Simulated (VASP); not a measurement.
Method: PBE GGA, VASP's PBE PAW potentials (set 64) (plane waves; VASP).

The input files of a VASP run:

POSCAR:
```
KBr
1
    0.0000000000     3.3526307434     3.3526307434
    3.3526307434     0.0000000000     3.3526307434
    3.3526307434     3.3526307434     0.0000000000
K Br
1 1
Direct
  0.0000000000   0.0000000000   0.0000000000
  0.5000000000   0.5000000000   0.5000000000
```

### INCAR
```
! general
SYSTEM  = KBr
PREC    = Accurate
ENCUT   = 520
LREAL   = .FALSE.
LASPH   = .TRUE.
ICHARG  = 11

! electronic loop
EDIFF   = 1E-7
NELM    = 100
ALGO    = Normal
LMAXMIX = 4

! smearing
ISMEAR  = 0
SIGMA   = 0.05

! functional
GGA     = PE

! output
LWAVE   = .FALSE.
LCHARG  = .FALSE.
LORBIT  = 11
```

### KPOINTS
```
k-points along high-symmetry lines
15
Line-mode
Reciprocal
  0.000000   0.000000   0.000000 ! GAMMA
  0.500000   0.000000   0.500000 ! X

  0.500000   0.000000   0.500000 ! X
  0.625000   0.250000   0.625000 ! U

  0.375000   0.375000   0.750000 ! K
  0.000000   0.000000   0.000000 ! GAMMA

  0.000000   0.000000   0.000000 ! GAMMA
  0.500000   0.500000   0.500000 ! L

  0.500000   0.500000   0.500000 ! L
  0.500000   0.250000   0.750000 ! W

  0.500000   0.250000   0.750000 ! W
  0.500000   0.000000   0.500000 ! X
```

POTCAR, in this order: K_sv Br (PBE.64 set). Program: vasp_std. Read from the step before: CHGCAR.

What VASP printed:

### OSZICAR
```
       N       E                     dE             d eps       ncg     rms          rms(c)
DAV:   1     0.102012609674E+03    0.10201E+03   -0.70066E+03  2160   0.116E+03
DAV:   2     0.124501851084E+01   -0.10077E+03   -0.93786E+02  2564   0.265E+02
DAV:   3    -0.556590398971E+01   -0.68109E+01   -0.67692E+01  2776   0.636E+01
DAV:   4    -0.587565100897E+01   -0.30975E+00   -0.30939E+00  3896   0.117E+01
DAV:   5    -0.587759970452E+01   -0.19487E-02   -0.19486E-02  2776   0.908E-01
DAV:   6    -0.587764179046E+01   -0.42086E-04   -0.42086E-04  3112   0.969E-02
DAV:   7    -0.587764239359E+01   -0.60313E-06   -0.60314E-06  3128   0.134E-02
DAV:   8    -0.587764240082E+01   -0.72253E-08   -0.71834E-08  2336   0.155E-03
   1 F= -.58776424E+01 E0= -.58776424E+01  d E =-.195046E-20
```

**OUTCAR**
```
 val. band max:       -1.9220617875   @ k =   0.0000   0.0000   0.0000

 cond. band min:       2.3879139492   @ k =   0.0000   0.0000   0.0000



 k-point     1 :       0.0000    0.0000    0.0000
  band No.  band energies     occupation
      1     -29.8076      2.00000
      2     -14.1590      2.00000
      3     -13.2812      2.00000
      4     -13.2812      2.00000
      5     -13.2812      2.00000
      6      -1.9221      2.00000
      7      -1.9221      2.00000
      8      -1.9221      2.00000
      9       2.3879      0.00000
     10       5.6677      0.00000
     11       5.6677      0.00000
     12       5.6677      0.00000

 k-point     2 :       0.0357    0.0000    0.0357
  band No.  band energies     occupation
      1     -29.8076      2.00000
      2     -14.1625      2.00000
      3     -13.2816      2.00000
      4     -13.2816      2.00000
      5     -13.2762      2.00000
      6      -1.9488      2.00000
      7      -1.9263      2.00000
      8      -1.9263      2.00000
      9       2.4313      0.00000
     10       5.6305      0.00000
     11       5.6985      0.00000
     12       5.6985      0.00000

 k-point     3 :       0.0714    0.0000    0.0714
  band No.  band energies     occupation
      1     -29.8074      2.00000
      2     -14.1717      2.00000
      3     -13.2826      2.00000
      4     -13.2826      2.00000
      5     -13.2626      2.00000
      6      -2.0231      2.00000
      7      -1.9388      2.00000
      8      -1.9388      2.00000
      9       2.5554      0.00000
     10       5.5265      0.00000
     11       5.7902      0.00000
     12       5.7902      0.00000

 k-point     4 :       0.1071    0.0000    0.1071
  band No.  band energies     occupation
      1     -29.8070      2.00000
      2     -14.1843      2.00000
      3     -13.2844      2.00000
      4     -13.2844      2.00000
      5     -13.2437      2.00000
      6      -2.1303      2.00000
      7      -1.9584      2.00000
...
```

The density is held fixed in this step, so its total energy and stress have no physical meaning.

The compound is KBr in the rock salt structure. It was relaxed first.
